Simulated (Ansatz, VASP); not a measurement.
**Two plane-wave programs on Cs2Be6InAg**

File INCAR:

```
ALGO = Normal
EDIFF = 1E-7
ENCUT = 520
GGA = PE
ISIF = 2
ISMEAR = -5
LASPH = T
LCHARG = T
LELF = T
LREAL = F
LVHAR = T
LWAVE = F
NBANDS = 38
NELM = 60
PREC = Accurate
SIGMA = 0.1
```

Contents of KPOINTS:

```
k-points
0
Gamma
  5 5 5
```

POSCAR

```
Cs2Be6InAg
1.0
    0.0000000000      4.4422580000      4.4422580000
    4.4422580000      0.0000000000      4.4422580000
    4.4422580000      4.4422580000      0.0000000000
Cs In Ag Be
2 1 1 6
Direct
    0.2500000000      0.2500000000      0.2500000000
    0.7500000000      0.7500000000      0.7500000000
    0.0000000000      0.0000000000      0.0000000000
    0.5000000000      0.5000000000      0.5000000000
    0.7602100000      0.2397900000      0.2397900000
    0.2397900000      0.7602100000      0.2397900000
    0.2397900000      0.7602100000      0.7602100000
    0.7602100000      0.2397900000      0.7602100000
    0.2397900000      0.2397900000      0.7602100000
    0.7602100000      0.7602100000      0.2397900000
```

Input for Ansatz:

```yaml
crystal:
  lattice:
    - [0.0, 4.442258, 4.442258]
    - [4.442258, 0.0, 4.442258]
    - [4.442258, 4.442258, 0.0]
  atoms:
    - { symbol: Cs, position: [0.25, 0.25, 0.25] }
    - { symbol: Cs, position: [0.75, 0.75, 0.75] }
    - { symbol: In, position: [0.0, 0.0, 0.0] }
    - { symbol: Ag, position: [0.5, 0.5, 0.5] }
    - { symbol: Be, position: [0.76021, 0.23979, 0.23979] }
    - { symbol: Be, position: [0.23979, 0.76021, 0.23979] }
    - { symbol: Be, position: [0.23979, 0.76021, 0.76021] }
    - { symbol: Be, position: [0.76021, 0.23979, 0.76021] }
    - { symbol: Be, position: [0.23979, 0.23979, 0.76021] }
    - { symbol: Be, position: [0.76021, 0.76021, 0.23979] }
  symmetry: { tolerance: 0.0003 }
kpoints:
  mp_grid: { grid: [5, 5, 5], shift: [0, 0, 0] }
  band_path:
    path:
      - [0.0, 0.0, 0.0]
      - [0.5, 0.0, 0.5]
      - [0.625, 0.25, 0.625]
      - [0.375, 0.375, 0.75]
      - [0.0, 0.0, 0.0]
      - [0.5, 0.5, 0.5]
      - [0.5, 0.25, 0.75]
      - [0.5, 0.0, 0.5]
    npoints: 8
magnetization:
  spin_polarized: false
scf:
  occupations: { method: tetrahedron }
  lower_state_search: "off"
  max_iter: 200
hamiltonian:
  pseudopotentials: { kind: paw }
  xc: pbe
basis:
  ecutwfc: 420
  fft_grid_basis: typed
output:
  forces: true
  stress: true
  eigenvalues: true
  bader: true
  populations: true
  elf: true
  write_potential: true
  volumetric_format: npy
  dos:
    e_range: [-12, 8]
    de: 0.05
    projected: { site_lists: { Ag: [Ag], Be: [Be], Cs: [Cs], In: [In] } }
checkpoint:
  read: saved_state
```

The cell was built by a generator and needn't be a form met in nature.

Alike in both runs: task single point; functional PBE; k mesh 5 × 5 × 5; occupations tetrahedron; no spin polarisation.

|  | VASP | Ansatz |
| --- | --- | --- |
| version | VASP 6.6.1 | Ansatz 0.2.0 |
| potentials or method | VASP PAW PBE potentials, release 64 (Cs_sv, In_d, Ag, Be) | PAW plane waves |
| plane-wave cutoff (eV) | 520 | 420 |
| valence electrons in the cell | 54 | 62 |

VASP gave:

| Quantity | Value |
| --- | --- |
| pressure (GPa) | 16.1 |
| rms of the force components (eV/Å) | 1.297 |

Q: What did Ansatz give for the same quantities?

A: Pressure (GPa): 16.0; rms of the force components (eV/Å): 1.297.

Atom by atom the forces differ by 0.000 eV/Å (rms over components). The two sets of potentials don't hold the same shells in valence. Ansatz warned: «band_table_not_solved_further».

Caveats: so large a pressure means that the cell lies far from this level's equilibrium, or that cutoff or potentials fall short (VASP); forces of over 1 eV/Å show positions far from the minimum, so gaps and moduli don't describe the material at rest; tetrahedron occupations give inexact forces and stress in metals. Spin-orbit coupling is left out, which matters for the levels of Cs.
